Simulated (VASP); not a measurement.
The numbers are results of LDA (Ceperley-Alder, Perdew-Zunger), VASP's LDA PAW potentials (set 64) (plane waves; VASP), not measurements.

VASP input:

File POSCAR:
```
BAs
1
    0.0000000000     2.3462696296     2.3462696296
    2.3462696296     0.0000000000     2.3462696296
    2.3462696296     2.3462696296     0.0000000000
B As
1 1
Direct
  0.0000000000   0.0000000000   0.0000000000
  0.2500000000   0.2500000000   0.2500000000
```

### KPOINTS
```
Automatic mesh
0
Gamma
10 10 10
0 0 0
```

### INCAR
```
SYSTEM = BAs
PREC = Accurate
ENCUT = 620
EDIFF = 1E-6
NELM = 100
ALGO = Normal
LREAL = .FALSE.
LASPH = .TRUE.
ISMEAR = 0
SIGMA = 0.05
LMAXMIX = 4
LWAVE = .FALSE.
LCHARG = .FALSE.
IBRION = 2
ISIF = 3
NSW = 40
EDIFFG = -0.02
PSTRESS = 100
```

POTCAR, in this order: B As (LDA.64 set). Program: vasp_std.

Energy and stress use the plane-wave basis of the starting cell.

Task: What does the run give for the energy per atom (σ→0), volume per atom?

Result: 
```json
{
  "energy per atom (σ→0)": "-6.441 eV/atom",
  "volume_per_atom": "12.56 Å³/atom"
}
```

OSZICAR:
```
...
       N       E                     dE             d eps       ncg     rms          rms(c)
DAV:   1    -0.128907309354E+02   -0.70634E-01   -0.27403E-01   896   0.408E+00    0.535E-01
DAV:   2    -0.128838890231E+02    0.68419E-02   -0.10644E-02   760   0.647E-01    0.259E-01
DAV:   3    -0.128817012339E+02    0.21878E-02   -0.48430E-03   872   0.392E-01    0.878E-02
DAV:   4    -0.128815742183E+02    0.12702E-03   -0.20175E-04   936   0.972E-02    0.521E-02
DAV:   5    -0.128815601488E+02    0.14069E-04   -0.17680E-05   984   0.290E-02    0.261E-02
DAV:   6    -0.128815596582E+02    0.49063E-06   -0.87269E-07   496   0.702E-03
   3 F= -.11314097E+02 E0= -.11314097E+02  d E =-.115874E-01
```

The compound is BAs in the zinc blende structure. This run relaxes it under an external pressure of 10 GPa. Symmetry was kept, so distortions that lower it aren't found.
